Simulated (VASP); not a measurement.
Input:

```
CELL_PARAMETERS angstrom
      0.00000     2.49318     2.49318
      2.49318     0.00000     2.49318
      2.49318     2.49318     0.00000
ATOMIC_POSITIONS crystal
  Eu 0.00000 0.00000 0.00000
  O  0.50000 0.50000 0.50000
```

Level of theory: rev-vdW-DF2, VASP's PBE PAW potentials (set 64) (plane waves; VASP). Settings: 520 eV cut-off, 9×9×9 Γ-centred mesh, Gaussian smearing of 0.050 eV, potentials Eu_2 O.

The 4f electrons are frozen in the core of the lanthanide potential, so 4f levels, which can set the real gap, and their magnetism are missing.

**Question.** The job: EuO (rock salt), 2 atoms, rev-vdW-DF2, static run, 520 eV, 9×9×9 Γ-centred mesh. Roughly how much core time does it take on a busy server core?

**Answer.** About 20 core-seconds (one run on a shared machine, a rough figure). It had 35 irreducible k-points, 11 bands, up to 869 plane waves and 13 electronic steps.

The compound is EuO in the rock salt structure. This cell is one point of a volume scan, at 1.03 of the reference volume.
